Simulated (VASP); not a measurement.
These are PBEsol GGA, VASP's PBE PAW potentials (set 64) (plane waves; VASP 6.6.1) values and carry that method's errors.

A VASP calculation is set up with these files.

### KPOINTS
```
k-points along high-symmetry lines
15
Line-mode
Reciprocal
  0.000000   0.000000   0.000000 ! GAMMA
  0.000000   0.500000   0.000000 ! X

  0.000000   0.500000   0.000000 ! X
  0.500000   0.500000   0.000000 ! M

  0.500000   0.500000   0.000000 ! M
  0.000000   0.000000   0.000000 ! GAMMA

  0.000000   0.000000   0.000000 ! GAMMA
  0.500000   0.500000   0.500000 ! R

  0.500000   0.500000   0.500000 ! R
  0.000000   0.500000   0.000000 ! X

  0.500000   0.500000   0.500000 ! R
  0.500000   0.500000   0.000000 ! M
```

### INCAR
```
SYSTEM = FeAl
PREC = Accurate
ENCUT = 400
EDIFF = 1E-7
NELM = 100
ALGO = Normal
LREAL = .FALSE.
LASPH = .TRUE.
ISMEAR = 0
SIGMA = 0.05
GGA = PS
LMAXMIX = 4
LWAVE = .FALSE.
LCHARG = .FALSE.
LORBIT = 11
ICHARG = 11
```

POSCAR:
```
FeAl
1.0
  2.8389458548   0.0000000000   0.0000000000
  0.0000000000   2.8389458548   0.0000000000
  0.0000000000   0.0000000000   2.8389458548
Fe Al
1 1
Direct
  0.0000000000   0.0000000000   0.0000000000
  0.5000000000   0.5000000000   0.5000000000
```

POTCAR, in this order: Fe Al (PBE.64 set). Program: vasp_std. Read from the step before: CHGCAR.

Output of the run:

### OSZICAR
```
       N       E                     dE             d eps       ncg     rms          rms(c)
DAV:   1     0.293077515451E+02    0.29308E+02   -0.44447E+03  1644   0.103E+03
DAV:   2    -0.121621040305E+02   -0.41470E+02   -0.39125E+02  1638   0.174E+02
DAV:   3    -0.129835469263E+02   -0.82144E+00   -0.81691E+00  2118   0.337E+01
DAV:   4    -0.129942474510E+02   -0.10701E-01   -0.10697E-01  2035   0.335E+00
DAV:   5    -0.129944954631E+02   -0.24801E-03   -0.24801E-03  1980   0.420E-01
DAV:   6    -0.129945062061E+02   -0.10743E-04   -0.10743E-04  2133   0.786E-02
DAV:   7    -0.129945065578E+02   -0.35167E-06   -0.35133E-06  1969   0.110E-02
DAV:   8    -0.129945065763E+02   -0.18460E-07   -0.19689E-07  1612   0.230E-03
   1 F= -.12994507E+02 E0= -.12994050E+02  d E =-.912536E-03
```

OUTCAR:
```
 val. band max:        8.5610841184   @ k =   0.5000   0.5000   0.1786

 cond. band min:       8.6884251928   @ k =   0.4286   0.4286   0.4286



 k-point     1 :       0.0000    0.0000    0.0000
  band No.  band energies     occupation
      1      -2.3259      2.00000
      2       5.8081      2.00000
      3       5.8081      2.00000
      4       8.3442      2.00000
      5       8.3442      2.00000
      6       8.3442      2.00000
      7      14.8827      0.00000
      8      14.8827      0.00000
      9      14.8827      0.00000

 k-point     2 :       0.0000    0.0357    0.0000
  band No.  band energies     occupation
      1      -2.3013      2.00000
      2       5.8061      2.00000
      3       5.8159      2.00000
      4       8.3276      2.00000
      5       8.3276      2.00000
      6       8.3458      2.00000
      7      14.6285      0.00000
      8      14.9195      0.00000
      9      14.9195      0.00000

 k-point     3 :       0.0000    0.0714    0.0000
  band No.  band energies     occupation
      1      -2.2275      2.00000
      2       5.7984      2.00000
      3       5.8391      2.00000
      4       8.2798      2.00000
      5       8.2798      2.00000
      6       8.3508      2.00000
      7      14.0357      0.00000
      8      15.0283      0.00000
      9      15.0283      0.00000

 k-point     4 :       0.0000    0.1071    0.0000
  band No.  band energies     occupation
      1      -2.1049      2.00000
      2       5.7792      2.00000
      3       5.8769      2.00000
      4       8.2047      2.00000
      5       8.2047      2.00000
      6       8.3589      2.00000
      7      13.3193      0.00000
      8      15.2051      0.00000
      9      15.2051      0.00000

 k-point     5 :       0.0000    0.1429    0.0000
  band No.  band energies     occupation
      1      -1.9341      2.00000
      2       5.7387      2.00000
      3       5.9277      2.00000
      4       8.1085      2.00000
...
```

The density is held fixed in this step, so its total energy and stress have no physical meaning.

The structure was generated: FeAl was put into the CsCl type type (Pm-3m), which need not be its known phase. It was relaxed first, which changed the volume by -36 %. The run is not spin-polarised, so no magnetic state was tried. The electron count is odd and the run is not spin-polarised, which forces a metal.
